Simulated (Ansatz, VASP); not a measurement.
# Two plane-wave programs on Zn3Sb

```
Sb Zn
1.0
    -2.07249    2.07249    4.27061
     2.07249   -2.07249    4.27061
     2.07249    2.07249   -4.27061
Sb Zn
1 3
Direct
  0.00000 0.00000 0.00000
  0.50000 0.50000 0.00000
  0.25000 0.75000 0.50000
  0.75000 0.25000 0.50000
```

The cell comes from a database or a generator and needn't be the stable form of this composition.

Alike in both runs: task single point; functional PBE; k mesh 9 × 9 × 9; occupations fermi-dirac, width 0.05 eV; no spin polarisation.

|  | VASP | Ansatz |
| --- | --- | --- |
| version | VASP 6.6.1 | Ansatz 0.2.0 |
| potentials or method | VASP PAW PBE potentials, release 64 (Sb, Zn) | Ansatz PAW |
| plane-wave cutoff (eV) | 520 | 420 |
| valence electrons in the cell | 41 | 51 |

```tsv
	VASP	Ansatz	Ansatz less VASP
gap on the k mesh at the Fermi level (eV)	none	none	-
pressure (GPa)	2.8	2.7	-0.16
largest component of the traceless stress (GPa)	0.21	0.19	-0.013
```

A gap of «none» marks a metal or a gap that the smearing closes. The two sets of potentials don't hold the same shells in valence.

Spin-orbit coupling is left out, which matters for the levels of Sb.
